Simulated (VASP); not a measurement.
Given:

```
CELL_PARAMETERS angstrom
      3.12375     0.00000     0.00000
      0.00000     3.12375     0.00000
      0.00000     0.00000     3.12375
ATOMIC_POSITIONS crystal
  Ti 0.50000 0.50000 0.50000
  Zn 0.00000 0.00000 0.00000
```

Level of theory: PBEsol GGA, VASP's PBE PAW potentials (set 64) (plane waves; VASP). Run with 300 eV cut-off, 7×7×7 Γ-centred mesh, Fermi-Dirac smearing of 0.10 eV, potentials Ti_sv Zn.

At this cut-off the stress carries a Pulay error, which pulls relaxed volumes low.

**Question.** Give the stress tensor in GPa (positive for a compressed cell).

**Answer.** 
```
-2.72   0.00   0.00
 0.00  -2.72   0.00
 0.00   0.00  -2.72
```
The pressure is its mean diagonal, -2.72 GPa.

The structure comes from a computed database's TiZn entry (Pm-3m); how it stands against other phases isn't given here. The cell was not relaxed at this level.
